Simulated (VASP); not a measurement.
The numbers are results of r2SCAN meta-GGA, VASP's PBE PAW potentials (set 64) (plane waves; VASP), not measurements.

The input files of a VASP run:

File KPOINTS:
```
Regular mesh
0
G
12 12 12
0 0 0
```

### POSCAR
```
AuAl2
1
    0.0000000000     3.0000000000     3.0000000000
    3.0000000000     0.0000000000     3.0000000000
    3.0000000000     3.0000000000     0.0000000000
Al Au
2 1
Direct
  0.2500000000   0.2500000000   0.2500000000
  0.7500000000   0.7500000000   0.7500000000
  0.0000000000   0.0000000000   0.0000000000
```

INCAR:
```
METAGGA = R2SCAN
LMAXMIX = 6   # l cut-off of mixed one-centre charges
EDIFF = 1E-5   # SCF stop (eV)
NELMIN = 4
EDIFFG = -0.03   # ionic stop
NSW = 20   # most ionic steps
IBRION = 2   # conjugate gradients
ENCUT = 400   # plane-wave cut-off (eV)
PREC = Normal
ALGO = Normal
LMIXTAU = T
SIGMA = 0.1   # width (eV)
ISMEAR = 1
ISIF = 2   # forces and stress, cell fixed
SYSTEM = AuAl2
LASPH = T
LWAVE = F
NELM = 100   # most electronic steps
LREAL = F
LCHARG = F
```

POTCAR, in this order: Al Au (PBE.64 set). Program: vasp_std.

Question: What will the output report for the number of irreducible k-points (NKPTS), largest plane-wave count, number of space-group operations, FFT grid (NGX, NGY, NGZ)?

Answer: 
| Item | Result |
|---|---|
| number of irreducible k-points (NKPTS) | 72 |
| largest plane-wave count | 1002 |
| number of space-group operations | 48 |
| FFT grid (NGX, NGY, NGZ) | 24 × 24 × 24 |

The compound is AuAl2 in the fluorite structure. The cell was not relaxed at this level. The electron count is odd and the run is not spin-polarised, which forces a metal.
